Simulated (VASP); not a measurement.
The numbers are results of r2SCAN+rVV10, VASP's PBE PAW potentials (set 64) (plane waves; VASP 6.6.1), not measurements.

Input for VASP

POSCAR:
```
TiO2
9.1795680
  0.4999999869   0.0000000000   0.0000000000
  0.0000000000   0.4999999869   0.0000000000
  0.0000000000   0.0000000000   0.3222605105
Ti O
2 4
Cart
  0.0000000000   0.4999999869   0.3222605105
  0.2499999935   0.2499999935   0.1611302553
  0.1521284311   0.1521284311   0.0000000000
  0.4021284246   0.0978715623   0.1611302553
  0.0978715623   0.4021284246   0.1611302553
  0.3478715558   0.3478715558   0.3222605105
```

### KPOINTS_OPT
```
k-points along high-symmetry lines
6
Line-mode
Reciprocal
  0.000000   0.000000   0.000000 ! GAMMA
  0.000000   0.500000   0.000000 ! X

  0.000000   0.500000   0.000000 ! X
  0.500000   0.500000   0.000000 ! M

  0.500000   0.500000   0.000000 ! M
  0.000000   0.000000   0.000000 ! GAMMA

  0.000000   0.000000   0.000000 ! GAMMA
  0.000000   0.000000   0.500000 ! Z

  0.000000   0.000000   0.500000 ! Z
  0.000000   0.500000   0.500000 ! R

  0.000000   0.500000   0.500000 ! R
  0.500000   0.500000   0.500000 ! A

  0.500000   0.500000   0.500000 ! A
  0.000000   0.000000   0.500000 ! Z

  0.000000   0.500000   0.000000 ! X
  0.000000   0.500000   0.500000 ! R

  0.500000   0.500000   0.000000 ! M
  0.500000   0.500000   0.500000 ! A
```

**KPOINTS**
```
Automatic mesh
0
Gamma
6 6 8
0 0 0
```

### INCAR
```
SYSTEM = TiO2
PREC = Accurate
ENCUT = 520
EDIFF = 1E-7
NELM = 100
ALGO = Normal
LREAL = .FALSE.
LASPH = .TRUE.
ISMEAR = -5
METAGGA = R2SCAN
LUSE_VDW = .TRUE.
BPARAM = 11.95
CPARAM = 0.0093
LMIXTAU = .TRUE.
LMAXMIX = 4
LWAVE = .FALSE.
LCHARG = .FALSE.
LORBIT = 11
NEDOS = 601
ISIF = 2
LEFG = .TRUE.
```

POTCAR, in this order: Ti_sv O (PBE.64 set). Program: vasp_std.

The resulting files:

### OSZICAR
```
       N       E                     dE             d eps       ncg     rms          rms(c)
DAV:   1     0.674641936699E+03    0.67464E+03   -0.25485E+04  2800   0.206E+03
DAV:   2     0.192242990215E+02   -0.65542E+03   -0.63256E+03  3092   0.601E+02
DAV:   3    -0.949053962612E+02   -0.11413E+03   -0.11267E+03  4348   0.223E+02
DAV:   4    -0.100442339227E+03   -0.55369E+01   -0.55311E+01  3840   0.500E+01
DAV:   5    -0.100672775058E+03   -0.23044E+00   -0.23038E+00  3936   0.854E+00    0.328E+01
DAV:   6    -0.710837643566E+02    0.29589E+02   -0.83542E+01  3504   0.110E+02    0.910E+00
DAV:   7    -0.674842988649E+02    0.35995E+01   -0.52096E+00  3692   0.166E+01    0.513E+00
DAV:   8    -0.722517487537E+02   -0.47674E+01   -0.22532E+00  3276   0.124E+01    0.262E+00
DAV:   9    -0.677733002355E+02    0.44784E+01   -0.13641E+00  2908   0.994E+00    0.928E-01
DAV:  10    -0.684280275324E+02   -0.65473E+00   -0.30865E-01  3448   0.506E+00    0.520E-01
DAV:  11    -0.684455123418E+02   -0.17485E-01   -0.95061E-03  3720   0.823E-01    0.403E-01
DAV:  12    -0.685661157258E+02   -0.12060E+00   -0.52029E-02  3028   0.242E+00    0.174E-01
DAV:  13    -0.685740138717E+02   -0.78981E-02   -0.11055E-02  3484   0.108E+00    0.389E-02
DAV:  14    -0.685752409375E+02   -0.12271E-02   -0.80808E-04  3768   0.254E-01    0.374E-02
DAV:  15    -0.685753599049E+02   -0.11897E-03   -0.25763E-04  3192   0.157E-01    0.328E-02
DAV:  16    -0.685752815946E+02    0.78310E-04   -0.44647E-04  3232   0.199E-01    0.218E-02
DAV:  17    -0.685754945962E+02   -0.21300E-03   -0.13387E-04  3180   0.122E-01    0.320E-03
DAV:  18    -0.685754995458E+02   -0.49496E-05   -0.54397E-06  3536   0.210E-02    0.486E-03
DAV:  19    -0.685755006290E+02   -0.10832E-05   -0.34864E-06  3640   0.200E-02    0.171E-03
DAV:  20    -0.685755006731E+02   -0.44067E-07   -0.15818E-07  2168   0.378E-03
   1 F= -.68575501E+02 E0= -.68575501E+02  d E =0.000000E+00
       N       E                     dE             ncg
       N       E                     dE             ncg
```

### OUTCAR
```
------------------------ aborting loop because EDIFF is reached ----------------------------------------
  FORCE on cell =-STRESS in cart. coord.  units (eV):
  Direction    XX          YY          ZZ          XY          YZ          ZX
  --------------------------------------------------------------------------------------
  Total       -0.0121229     -0.0121229      0.0134615      0.0000000      0.0000000      0.0000000
  in kB       -0.3116747     -0.3116747      0.3460900      0.0000000      0.0000000      0.0000000
  external PRESSURE =      -0.0924198 kB  Pullay stress =       0.0000000 kB
  volume of cell :       62.32
      direct lattice vectors                 reciprocal lattice vectors
     4.589783880  0.000000000  0.000000000     0.217875182  0.000000000  0.000000000
     0.000000000  4.589783880  0.000000000     0.000000000  0.217875182  0.000000000
     0.000000000  0.000000000  2.958212270     0.000000000  0.000000000  0.338042003
 POSITION                                       TOTAL-FORCE (eV/Angst)
 -----------------------------------------------------------------------------------
      0.00000      0.00000      0.00000         0.000000      0.000000     -0.000000
      2.29489      2.29489      1.47911         0.000000      0.000000     -0.000000
      1.39647      1.39647      0.00000        -0.001294     -0.001294     -0.000000
      3.69137      0.89842      1.47911        -0.001294      0.001294      0.000000
      0.89842      3.69137      1.47911         0.001294     -0.001294     -0.000000
      3.19331      3.19331      0.00000         0.001294      0.001294      0.000000
 -----------------------------------------------------------------------------------
    total drift:                               -0.000000      0.000000     -0.000000
  FREE ENERGIE OF THE ION-ELECTRON SYSTEM (eV)
  ---------------------------------------------------
  free  energy   TOTEN  =       -68.5755006731 eV

  energy  without entropy=      -68.5755006731  energy(sigma->0) =      -68.57550067

 total charge

# of ion       s       p       d       tot
------------------------------------------
    1        2.219   6.303   1.645  10.166
    2        2.219   6.303   1.645  10.166
    3        1.576   3.529   0.000   5.105
    4        1.576   3.529   0.000   5.105
    5        1.576   3.529   0.000   5.105
    6        1.576   3.529   0.000   5.105
--------------------------------------------------
tot         10.742  26.722   3.290  40.754

 Electric field gradients after diagonalization (V/A^2)
 (convention: |V_zz| > |V_xx| > |V_yy|)
----------------------------------------------------------------------
 ion       V_xx      V_yy      V_zz     asymmetry (V_yy - V_xx)/ V_zz
----------------------------------------------------------------------
   1      11.405     9.156   -20.561       0.109
   2      11.405     9.156   -20.561       0.109
   3      23.408     1.541   -24.949       0.876
   4      23.408     1.541   -24.949       0.876
   5      23.408     1.541   -24.949       0.876
   6      23.408     1.541   -24.949       0.876
```
(Selected blocks of OUTCAR.)

The compound is TiO2 in the rutile structure. It was relaxed first.
